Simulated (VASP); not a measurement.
Runs of VASP 6.6.1 on La. Symmetry: P6_3/mmc, No. 194, hexagonal system. The conventional cell has a = 3.750 Å, b = 3.750 Å, c = 6.070 Å, α = 90.00°, β = 90.00°, γ = 120.00°. La (site symmetry -6m2) is surrounded by 12 La at 3.73 to 3.75 Å. This isn't the form of La at room conditions, which is double hcp.

```csv
level,potentials or basis,k mesh,cutoff (eV),mesh quality,gap on the mesh (eV),pressure (GPa)
PBEsol,"VASP PAW PBE potentials, release 64 (La)",10 × 10 × 6,300,not flagged,none,-1.8
LDA,"VASP PAW LDA potentials, release 64 (La)",4 × 4 × 2,300,coarse,none,-2.5
PBEsol,"VASP PAW PBE potentials, release 64 (La)",4 × 4 × 2,520,coarse,none,(a)
PBEsol,"VASP PAW PBE potentials, release 64 (La)",10 × 10 × 6,520,not flagged,none,(b)
LDA,"VASP PAW LDA potentials, release 64 (La)",10 × 10 × 6,520,not flagged,none,-3.2
```

Alike in all rows: task electric field gradients; no spin polarisation; cell as given; smearing fermi-dirac 0.05 eV.

Question: Fill in the values left out.

Answer: (a) -0.9; (b) -1.7.

Caveats: some runs use coarse meshes; the PAW data sets were made with another functional, which shifts forces and pressure a little (some runs).

A k mesh can miss the band edges, and the runs leave out spin-orbit coupling on La.

A gap of «none» marks a metal or a gap under the smearing width.

Not every run made on this cell is shown here.
